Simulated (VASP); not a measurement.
Input:

```xyz
3
Lattice="0.0000 3.1457 3.1457 3.1457 0.0000 3.1457 3.1457 3.1457 0.0000" Properties=species:S:1:pos:R:3 pbc="T T T"
Mg     1.5728     1.5728     1.5728
Mg     4.7185     4.7185     4.7185
Si     0.0000     0.0000     0.0000
```

Level of theory: PBE GGA with D4 dispersion, VASP's PBE PAW potentials (set 64) (plane waves; VASP 6.6.1). Numerical set-up: 520 eV cut-off, Gaussian smearing of 0.050 eV, potentials Mg Si.

Problem. Give the energies of bands 2 to 7 at the high-symmetry points, in eV from the valence-band maximum.

Solution. 
| band | Γ | X | U | L | W |
|---|---|---|---|---|---|
| 2 | 0.00 | -4.50 | -4.07 | -4.85 | -3.65 |
| 3 | 0.00 | -1.98 | -3.50 | -0.71 | -3.65 |
| 4 | 0.00 | -1.98 | -1.65 | -0.71 | -2.72 |
| 5 | 2.04 | 0.17 | 0.70 | 1.37 | 2.68 |
| 6 | 2.61 | 0.45 | 3.03 | 2.57 | 3.65 |
| 7 | 2.61 | 8.09 | 5.93 | 2.57 | 3.65 |

The gap is indirect, 0.17 eV, from the valence maximum at Γ to the conduction minimum at X.

Measured: gap 0.77 eV (computed value off by -0.60 eV), as given by Byungki Ryu et al., Journal of the Korean Physical Society (2019), arXiv:1905.06140.

The compound is Mg2Si in the antifluorite structure. It was relaxed first.
